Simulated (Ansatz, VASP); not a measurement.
# Ga2SbP: VASP beside Ansatz

Aim: how closely do two programs agree when they are given the same cell, functional and k mesh? The cell is invented: As first built, before any earlier steps moved the atoms (in the runner's words): it takes the GaP structure with some of its atoms replaced by other elements, volume scaled by an estimate. It may not be a known or stable phase. The cell is taken from a series of VASP runs on this material, whose earlier steps may have relaxed, scaled or displaced it; both programs get it as it stands. Other levels of theory on this material are compared in a session of their own.

Calculated with Ansatz 0.2.0; plane waves, with VASP 6.6.1 beside it; band structure at r2SCAN and band structure at r2SCAN, spin-orbit coupling.

## (1) Set-up

It takes space group C2 (No. 5, monoclinic). The conventional cell has a = 5.792 Å, b = 5.792 Å, c = 5.782 Å, α = 90.00°, β = 90.02°, γ = 90.00°. Nearest to Sb lie 4 Ga at 2.60 Å. Ga has 2 P at 2.42 Å and 2 Sb at 2.60 Å nearest. Nearest to P lie 4 Ga at 2.42 Å. As first built, before any earlier steps moved the atoms (in the runner's words): sites of the GaP structure (space group 216) filled with other elements, volume scaled by an estimate. Farther neighbours are not listed.

## (2) Ansatz: band structure, r2SCAN

Ansatz runs on its default PAW (the set named soft_2) files.

Levels along a path test the potential and the projectors away from the mesh points.

input.yaml

```yaml
crystal:
  lattice:
    - [2.8960959798, -2.8960508051, 0.0009236138]
    - [2.8960959798, 2.8960508051, 0.0009236138]
    - [0.0004937753, 0.0, 5.7819809996]
  atoms:
    - { symbol: Sb, position: [0.5011804053, 0.4988195947, 0.5] }
    - { symbol: Ga, position: [0.0012711293, 0.500358844, 0.7761899576] }
    - { symbol: Ga, position: [0.499641156, 0.9987288707, 0.2238100424] }
    - { symbol: P, position: [0.9998096703, 0.0001903297, 0.0] }
hamiltonian:
  xc: r2scan
  pseudopotentials: { kind: paw }
kpoints:
  mp_grid: { grid: [5, 5, 4] }
  band_path:
    path:
      - [0.0, 0.0, 0.0]
      - [-0.19996, -0.19996, -0.20017]
      - [-0.43325, -0.43325, -0.4337]
      - [-0.4999, -0.4999, -0.50042]
      - [-0.49994, -0.49994, -0.50023]
      - [-0.49999, -0.49999, -0.50003]
      - [-0.46656, 0.46656, 0.5]
      - [-0.23328, 0.23328, 0.5]
      - [0.0, 0.0, 0.5]
      - [-0.16664, -0.16664, 0.49987]
      - [-0.39993, -0.39993, 0.49968]
      - [-0.49993, -0.49993, 0.36637]
      - [-0.50003, -0.50003, -0.0999]
      - [-0.50011, -0.50011, -0.49957]
      - [-0.5001, 0.4999, -0.49959]
      - [-0.50008, 0.49992, -0.39966]
      - [-0.50003, 0.49997, -0.16653]
      - [-0.5, 0.5, 0.0]
      - [-0.26667, 0.26667, 0.0]
      - [-0.03333, 0.03333, 0.0]
      - [-0.13333, 0.0, -0.13333]
      - [-0.36667, 0.0, -0.36667]
      - [-0.46667, 0.0, 0.0]
      - [-0.23333, 0.0, 0.0]
      - [0.0, 0.0, 0.0]
    npoints: 1
scf:
  occupations: { method: gaussian, width: 0.05 }
  n_extra_bands: 8
output:
  forces: true
  stress: true
  eigenvalues: true
```

On the command line:

```bash
> ansatz run input.yaml --threads 2 --pin off --max-ram 4608MiB --backend cpu --events-out ev --progress --plain --runs-dir out
```

Numbers of over 12 decimals in the logs are rounded to 6 here.

Log:

```text
scf.n_extra_bands = 8 over 23 filled bands (N_el = 46.0): the run solves 31 bands
Engine: ansatz 0.2.0, x86_64-unknown-linux-gnu
Pseudopotentials: kind: paw
Pseudopotential: Sb, paw, valence charge 15, recommended cutoff 500 eV (meta_gga), Sb.paw.azcp
Pseudopotential: Ga, paw, valence charge 13, recommended cutoff 500 eV (meta_gga), Ga.paw.azcp
Pseudopotential: P, paw, valence charge 5, recommended cutoff 500 eV (meta_gga), P.paw.azcp
Functional definition: r2SCAN
  parameter k0 = 0.174
  parameter k1 = 0.065
  parameter a1 = 4.9479
  exchange = r2scan_x(k0 = k0, k1 = k1, a1 = a1)
  correlation = r2scan_c
Crystal: 4 atoms, lattice volume = 96.990 Å³
Basis set: ecut = 500 eV, 2477 PW (Γ), exchange–correlation on 120×120×180 points (64 copies of the dense FFT grid, shifted against one another)
Bands: 31, of which v1, the nominal top of the filled ones, is band 23 counted from 1 (22 counted from 0)
Symmetry: 2 space group operations
Space group: C2 (ITA 5), of the structure as read, at distance tolerance 4.6e-5 Å
k-points: 33 of 100 (time reversal used)
Non-local potential: Sb, projectors of the file, l = 0: 2, l = 1: 2, l = 2: 2, l = 3: 2
Non-local potential: Ga, projectors of the file, l = 0: 2, l = 1: 2, l = 2: 3, l = 3: 1
Non-local potential: P, projectors of the file, l = 0: 2, l = 1: 2, l = 2: 2
PAW form: soft (Blöchl's): semilocal exchange-correlation on the pseudo side does not see the compensation charge
PAW frozen core: Sb, regenerated for the run's functional (the file was generated under x = pbe(κ = 0.804, μ = 0.219515), c = pbe(β = 0.066725))
PAW frozen core: Ga, regenerated for the run's functional (the file was generated under x = pbe(κ = 0.804, μ = 0.219515), c = pbe(β = 0.066725))
PAW frozen core: P, regenerated for the run's functional (the file was generated under x = pbe(κ = 0.804, μ = 0.219515), c = pbe(β = 0.066725))
PAW one-centre angular grid: Sb, 590 points (default); XC on 160 Gauss nodes
PAW one-centre angular grid: Ga, 590 points (default); XC on 160 Gauss nodes
PAW one-centre angular grid: P, 302 points (default); XC on 160 Gauss nodes
Initial density: superposition of atomic densities (neutral atoms: chi_scale 0, normalization atom), corrected by the library's trained network
Initial wavefunctions: pseudopotential atomic-orbital guess
Functional: x = r2scan, c = r2scan; τ floored in thin density (d = 2e-4 eV/Å³)
SCF iter   1: F=—  HF=-14839.982479 eV  |F-HF|=—  |Δ(HF+E_count)|=         —  Δρ=8.81e-3  dr2=4.82e-2  dr2_τ=9.53e-3  ethr=1.77e-3  ⟨swp⟩=6.8  Hψ=4829  notcnv=0  defer=2
preconditioner: auto → Resta (q_TF=auto, 2.409 Å⁻¹)  ε∞=3.0  [insulator: Δε(μ)=0.492 eV  Ē_g=15.850 eV  σ=0.050 eV  W_gap=1.00  n_scr=20 (ndim 8)  ℏωp=22.6 eV  f_vac=0.038  D(μ)=0.00/eV (n_scr^D=0)  ε∞_Penn≈3.0]
SCF iter   2: F=—  HF=-14839.996491 eV  |F-HF|=—  |Δ(HF+E_count)|=   1.40e-2  Δρ=2.26e-3  dr2=2.97e-3  dr2_τ=2.00e-4  ethr=1.05e-4  ⟨swp⟩=2.7  Hψ=2084  notcnv=0  defer=88
SCF iter   3: F=—  HF=-14839.995744 eV  |F-HF|=—  |Δ(HF+E_count)|=   7.47e-4  Δρ=1.93e-3  dr2=1.46e-3  dr2_τ=2.62e-5  ethr=6.45e-6  ⟨swp⟩=2.0  Hψ=1529  notcnv=0  defer=88
SCF iter   4: F=—  HF=-14839.996009 eV  |F-HF|=—  |Δ(HF+E_count)|=   2.65e-4  Δρ=5.61e-4  dr2=1.97e-4  dr2_τ=2.37e-6  ethr=3.17e-6  ⟨swp⟩=1.2  Hψ=975  notcnv=0  defer=88
SCF iter   5: F=—  HF=-14839.996036 eV  |F-HF|=—  |Δ(HF+E_count)|=   2.71e-5  Δρ=9.71e-5  dr2=7.02e-6  dr2_τ=1.49e-7  ethr=4.29e-7  ⟨swp⟩=2.0  Hψ=1153  notcnv=0  defer=88
SCF iter   6: F=—  HF=-14839.996041 eV  |F-HF|=—  |Δ(HF+E_count)|=   5.13e-6  Δρ=1.73e-5  dr2=3.79e-7  dr2_τ=3.42e-9  ethr=1.53e-8  ⟨swp⟩=2.0  Hψ=1199  notcnv=0  defer=88
SCF iter   7: F=-14839.996042 eV  HF=-14839.996042 eV  |F-HF|=4.26e-9  |Δ(HF+E_count)|=   3.07e-7  Δρ=3.00e-6  dr2=9.84e-9  dr2_τ=2.91e-10  ethr=2.17e-10  ⟨swp⟩=11.2  Hψ=5086  notcnv=0
SCF 1 converged in 7 iterations: F = -14839.996042 eV  dr2 = 9.84e-9
  greatest PAW one-centre occupation: 0.994 electrons in one spin orbital (limit 2), on the Ga atom at site 1 (counted from 0), in its partial waves of l = 2
NSCF: frozen V_eff on 25 k-points
SCF converged after 7 iterations
Free energy (F): -14839.996042 eV
Harris-Foulkes:  -14839.996042 eV  (|F-HF|=4.26e-9)
Internal energy: -14839.996042 eV  (E = F + TS)
E sigma→0 (E₀):  -14839.996042 eV
Fermi energy:    7.788403 eV
--- Per-component energies (eV) ---
  E_band       = -341.523444
  E_kinetic    = 506.706947
  E_local      = -6152.122079  (includes V_loc(G=0)·N_el)
  E_nonlocal   = 1250.944672
  E_hartree    = 2845.166871
  E_xc         = -309.950158
  E_vxc        = -286.083556  (∫ρ·V_xc dr)
  E_paw        = -9186.930941  (= ΣΔE_a)
  E_vpaw       = -1367.364199  (= ΣTr[D̂ρ^β])
  E_aug_tail   = -0.000085  (compensation charges beyond the density's cutoff)
  E_vtau       = 16.055594  (kinetic-family band-sum trace: ∫τ·v_τ [+ j·A + Jᵃ·Aᵃ] dr)
  E_ewald      = -3792.920322
  E_core_change = -0.890945  (= ΣΔE_core)
  E_smearing   = -0.000000  (= −TS)
  E_closure    = -0.000000  (closes the sum)
  Σ components = -14839.996042   (vs F -14839.996042, Δ=0.00e0)
--- Forces (eV/Å), atoms counted from 1 ---
  atom   1  Sb    -0.00000000     0.00100091     0.00000000
  atom   2  Ga    -0.00749167     0.00358963    -0.01176170
  atom   3  Ga     0.00749167     0.00358963     0.01176170
  atom   4  P     -0.00000000    -0.00818134     0.00000000
  max |Σ_I F_I| component: 1.16e-6 eV/Å
--- Stress (GPa, compression-positive) ---
        0.117225       0.000000      -0.011986
        0.000000       0.118118       0.000000
       -0.011986       0.000000       0.178485
  P = ⅓ Tr σ = 0.1379 GPa (1.379 kbar)
--- Band table (eV; the first three rows and the last of 33) ---
  k-point 0: bands = [... 19 lower, 4.3749, 7.3056, 7.5363, 7.5363, 8.0371, 8.7052, 9.6383, 10.9221, ... 4 higher]
  k-point 1: bands = [... 19 lower, 4.5693, 5.5529, 6.9098, 6.9098, 8.5194, 9.3714, 10.1537, 11.0546, ... 4 higher]
  k-point 2: bands = [... 19 lower, 4.8541, 4.8541, 6.3083, 6.3084, 8.7325, 9.3848, 10.6645, 11.4998, ... 4 higher]
  k-point 32: bands = [... 19 lower, 3.3958, 3.6103, 4.6682, 4.7612, 10.8673, 11.0199, 12.4966, 12.6722, ... 4 higher]
```

Wall time 11 s (2 threads of AMD EPYC 7R43, shared host); peak memory 0.6 GiB.

In the SCF lines HF is the Harris–Foulkes energy and dr2 the Hartree energy of the density residual, in eV; the loop may stop once dr2 is under the threshold and the program's other checks hold. Hψ counts applications of the Hamiltonian.

## (3) VASP: band structure, r2SCAN

The same cell, functional, mesh and smearing now go to VASP, with its own data sets and cutoff.

Lines of VASP's logs that name or quote its potential files are left out, and so is its time.

INCAR

```
SYSTEM = Ga2SbP
PREC = Accurate
ENCUT = 400
EDIFF = 1E-06
NELM = 100
ISMEAR = 0
SIGMA = 0.05
LREAL = .FALSE.
ALGO = Normal
METAGGA = R2SCAN
LASPH = .TRUE.
NBANDS = 32
LORBIT = 11
LWAVE = .FALSE.
LCHARG = .FALSE.
KPAR = 2
```

POSCAR

```
Ga2SbP
1.0
    2.8960959798     -2.8960508051      0.0009236138
    2.8960959798      2.8960508051      0.0009236138
    0.0004937753      0.0000000000      5.7819809996
Sb Ga P
1 2 1
Direct
    0.5011804053      0.4988195947      0.5000000000
    0.0012711293      0.5003588440      0.7761899576
    0.4996411560      0.9987288707      0.2238100424
    0.9998096703      0.0001903297      0.0000000000
```

KPOINTS

```
Automatic mesh
0
Gamma
5 5 4
0 0 0
```

KPOINTS_OPT

```
Line mode
16
Line-mode
Reciprocal
  0.00000000   0.00000000   0.00000000 GAMMA
 -0.49989883  -0.49989883  -0.50041903 Y

 -0.49989883  -0.49989883  -0.50041903 Y
 -0.49989105  -0.49989105  -0.50043454 F

 -0.49989105  -0.49989105  -0.50043454 F
 -0.50000000  -0.50000000  -0.50000000 L

 -0.50000000  -0.50000000  -0.50000000 L
 -0.50010904  -0.49989096  -0.50000000 I

 -0.49989096   0.49989096   0.50000000 I1
  0.00000000   0.00000000   0.50000000 Z

  0.00000000   0.00000000   0.50000000 Z
 -0.49990661  -0.49990661   0.49959647 H

 -0.49990661  -0.49990661   0.49959647 H
 -0.50010895  -0.50010895  -0.49956546 F1

 -0.50009339   0.49990661  -0.49959647 H1
 -0.50010117   0.49989883  -0.49958097 Y1

 -0.50010117   0.49989883  -0.49958097 Y1
 -0.50000000   0.50000000   0.00000000 X

 -0.50000000   0.50000000   0.00000000 X
  0.00000000   0.00000000   0.00000000 GAMMA

  0.00000000   0.00000000   0.00000000 GAMMA
 -0.50000000   0.00000000  -0.50000000 N

 -0.50000000   0.00000000   0.00000000 M
  0.00000000   0.00000000   0.00000000 GAMMA
```

The projector-augmented-wave data sets are Sb, Ga_d and P (PBE family, release 64).

On the command line:

```bash
> mpirun -np 2 vasp_std
```

Log:

```text
[banner, memory and clock lines left out]
running    2 mpi-ranks, on    1 nodes
 distrk:  each k-point on    1 cores,    2 groups
 distr:  one band on    1 cores,    1 groups

 POSCAR found type information on POSCAR SbGaP
 POSCAR found :  3 types and       4 ions
|                                                                             |
|               ----> ADVICE to this user running VASP <----                  |
|                                                                             |
|     You enforced a specific xc type in the INCAR file but a different       |
|     [... a line on the potential file left out ...]
|     I HOPE YOU KNOW WHAT YOU ARE DOING!                                     |
|                                                                             |

 LDA part: xc-table for (None), standard interpolation
 POSCAR, INCAR and KPOINTS ok, starting setup
 FFT: planning ... GRIDC
 FFT: planning ... GRID_SOFT
 FFT: planning ... GRID
 WAVECAR not read
 entering main loop
       N       E                     dE             d eps       ncg     rms          rms(c)
DAV:   1     0.206682377773E+03    0.20668E+03   -0.13959E+04  2352   0.134E+03
DAV:   2    -0.295628631631E+02   -0.23625E+03   -0.22306E+03  2264   0.410E+02
DAV:   3    -0.616917415095E+02   -0.32129E+02   -0.31839E+02  2592   0.104E+02
DAV:   4    -0.627889828653E+02   -0.10972E+01   -0.10962E+01  2560   0.215E+01
DAV:   5    -0.628107054081E+02   -0.21723E-01   -0.21721E-01  2624   0.292E+00    0.546E+00
DAV:   6    -0.587023300522E+02    0.41084E+01   -0.87015E-01  2672   0.110E+01    0.357E+00
DAV:   7    -0.587015318204E+02    0.79823E-03   -0.32583E-01  2456   0.346E+00    0.160E+00
DAV:   8    -0.587073231706E+02   -0.57914E-02   -0.25397E-02  2656   0.105E+00    0.537E-01
DAV:   9    -0.587069348700E+02    0.38830E-03   -0.48048E-03  2456   0.475E-01    0.783E-02
DAV:  10    -0.587069224726E+02    0.12397E-04   -0.71544E-04  2712   0.149E-01    0.594E-02
DAV:  11    -0.587069074646E+02    0.15008E-04   -0.72752E-05  2784   0.389E-02    0.131E-02
DAV:  12    -0.587069093067E+02   -0.18421E-05   -0.81425E-06  2320   0.168E-02    0.739E-03
DAV:  13    -0.587069132102E+02   -0.39035E-05   -0.25243E-06  2184   0.147E-02    0.659E-03
DAV:  14    -0.587069106839E+02    0.25263E-05   -0.36280E-07  1528   0.609E-03    0.234E-03
DAV:  15    -0.587069103102E+02    0.37375E-06   -0.87272E-08  1392   0.325E-03
   1 F= -.58706910E+02 E0= -.58706910E+02  d E =-.673320E-13
 Start KPOINTS_OPT (optional k-point list driver)
k-point batch [1-33\192]
       N       E                     dE             ncg
DAV:   1     0.137481823143E+04   -0.27671E+05     2360
DAV:   2    -0.644317886866E+04   -0.78180E+04     2256
DAV:   3    -0.745192551060E+04   -0.10087E+04     2568
DAV:   4    -0.748406066248E+04   -0.32135E+02     2608
DAV:   5    -0.748467620155E+04   -0.61554E+00     2568
DAV:   6    -0.748471034415E+04   -0.34143E-01     3184
DAV:   7    -0.748471055139E+04   -0.20724E-03     2616
DAV:   8    -0.748471055428E+04   -0.28829E-05     2056
DAV:   9    -0.748471055492E+04   -0.64255E-06     1744
[...]
k-point batch [166-192\192]
       N       E                     dE             ncg
DAV:   1     0.202489766445E+04   -0.11996E+05     1888
DAV:   2    -0.441512469801E+04   -0.64400E+04     1816
DAV:   3    -0.526808734987E+04   -0.85296E+03     2032
DAV:   4    -0.529629266753E+04   -0.28205E+02     2064
DAV:   5    -0.529689782477E+04   -0.60516E+00     2080
DAV:   6    -0.529693385269E+04   -0.36028E-01     2560
DAV:   7    -0.529693420486E+04   -0.35216E-03     2128
DAV:   8    -0.529693420798E+04   -0.31246E-05     1760
DAV:   9    -0.529693420851E+04   -0.52255E-06     1384
```

From OUTCAR (step 3):

```text
ion  position               nearest neighbor table
   1  0.501  0.499  0.500-   2 2.60   3 2.60   2 2.60   3 2.60
   2  0.001  0.500  0.776-   4 2.42   4 2.42   1 2.60   1 2.60
   3  0.500  0.999  0.224-   4 2.42   4 2.42   1 2.60   1 2.60
   4  1.000  0.000  0.000-   2 2.42   3 2.42   2 2.42   3 2.42

  LATTYP: Found a base centered monoclinic cell.
 ALAT       =     5.7921922542
 B/A-ratio  =     0.9999843507
 C/A-ratio  =     0.9982370693
 COS(beta)  =    -0.0004043158

 Subroutine GETGRP returns: Found  2 space group operations
 (whereof  2 operations were pure point group operations)

The static configuration has the point symmetry C_2 .

 Found     33 irreducible k-points:

   k-points           NKPTS =     33   k-points in BZ     NKDIM =     33   number of bands    NBANDS=     32

   dimension x,y,z NGX =    28 NGY =   28 NGZ =   40
   dimension x,y,z NGXF=    56 NGYF=   56 NGZF=   80

   ENCUT  =  400.0 eV  29.40 Ry    5.42 a.u.   6.68  6.68  9.43*2*pi/ulx,y,z

   NELECT =      36.0000    total number of electrons

 k-points in reciprocal lattice and weights: Automatic mesh
   0.00000000  0.00000000  0.00000000       0.010
   0.20000000  0.00000000  0.00000000       0.040
   0.40000000  0.00000000  0.00000000       0.040
   0.20000000  0.20000000  0.00000000       0.020
   0.40000000  0.20000000  0.00000000       0.040
  -0.40000000  0.20000000 -0.00000000       0.040
  -0.20000000  0.20000000  0.00000000       0.020
   0.40000000  0.40000000  0.00000000       0.020
  -0.40000000  0.40000000  0.00000000       0.020
[...]
0.40000000  0.40000000  0.50000000       0.020
  -0.40000000  0.40000000  0.50000000       0.020

 average (electrostatic) potential at core
       1 -92.3116       2 -70.3631       3 -70.3631       4 -86.8409

 E-fermi :   5.0917

 k-point     1 :       0.0000    0.0000    0.0000
  band No.  band energies     occupation
    ...
     14       1.6817      2.00000
     15       1.6818      2.00000
     16       4.6161      2.00000
     17       4.8492      2.00000
     18       4.8492      2.00000
     19       5.3308      0.00000
     20       6.0147      0.00000
     21       6.9461      0.00000
     22       8.2331      0.00000
     23       8.2332      0.00000
    ...

 k-point     2 :       0.2000    0.0000    0.0000
  band No.  band energies     occupation
    ...
     14       0.7633      2.00000
     15       1.9191      2.00000
     16       2.5138      2.00000
     17       3.6679      2.00000
     18       4.6970      2.00000
     19       6.0705      0.00000
     20       7.3337      0.00000
     21       8.0805      0.00000
     22       8.5397      0.00000
     23       8.6318      0.00000
    ...

 k-point     3 :       0.4000    0.0000    0.0000
  band No.  band energies     occupation
    ...
     14      -0.1173      2.00000
     15       0.8449      2.00000
     16       1.9702      2.00000
     17       2.4488      2.00000
     18       4.2554      2.00000
     19       6.6148      0.00000
     20       8.0821      0.00000
     21       9.4733      0.00000
     22       9.4785      0.00000
     23       9.8153      0.00000
    ...

  Total        0.0030412      0.0034156      0.0206462      0.0000000      0.0000000     -0.0075062
  in kB        0.0502379      0.0564224      0.3410547      0.0000000      0.0000000     -0.1239959
  external PRESSURE =       0.1492383 kB  Pullay stress =       0.0000000 kB

  energy-cutoff  :      400.00
  volume of cell :       96.99
      direct lattice vectors                 reciprocal lattice vectors
     2.896095980 -2.896050805  0.000923614     0.172646217 -0.172648905 -0.000014744
     2.896095980  2.896050805  0.000923614     0.172646217  0.172648905 -0.000014744
     0.000493775  0.000000000  5.781981000    -0.000055157  0.000000000  0.172951109

 POSITION                                       TOTAL-FORCE (eV/Angst)
 -----------------------------------------------------------------------------------
      2.89634     -0.00684      2.89191        -0.000000      0.002008     -0.000000
      1.45315      1.44538      4.48838        -0.004014      0.002331      0.005401
      4.33953      1.44538      1.29545         0.004014      0.002331     -0.005401
      2.89610     -2.89495      0.00092        -0.000000     -0.006670      0.000000
 -----------------------------------------------------------------------------------
    total drift:                                0.000000     -0.005956      0.000000

  FREE ENERGIE OF THE ION-ELECTRON SYSTEM (eV)
  ---------------------------------------------------
  free  energy   TOTEN  =       -58.7069103102 eV

  energy  without entropy=      -58.7069103102  energy(sigma->0) =      -58.70691031

 total charge
# of ion       s       p       d       tot
------------------------------------------
    1        1.097   1.426   0.031   2.553
    2        0.848   0.798   9.988  11.633
    3        0.848   0.798   9.988  11.633
    4        1.016   1.477   0.000   2.493
--------------------------------------------------
tot          3.809   4.498  20.006  28.313

[... 3 further parts left out ...]
```

Within 0.02 Å the cell has space group P-4m2; at a tight tolerance a small distortion makes it C2.

(Continued in part 2 of 2.)

[Lines on the potential files, build, host, timing and source positions are cut from VASP's logs without a mark.]

[Logs are printed without paths, hosts, clocks, repeated set-up lines and the standing remarks that a program may print on its own settings, such as how far it seeks lower states.]

[Hosts, paths, dates, database ids (printed as entryN), source tags and the programs' standing remarks are cut or masked in the printed files.]
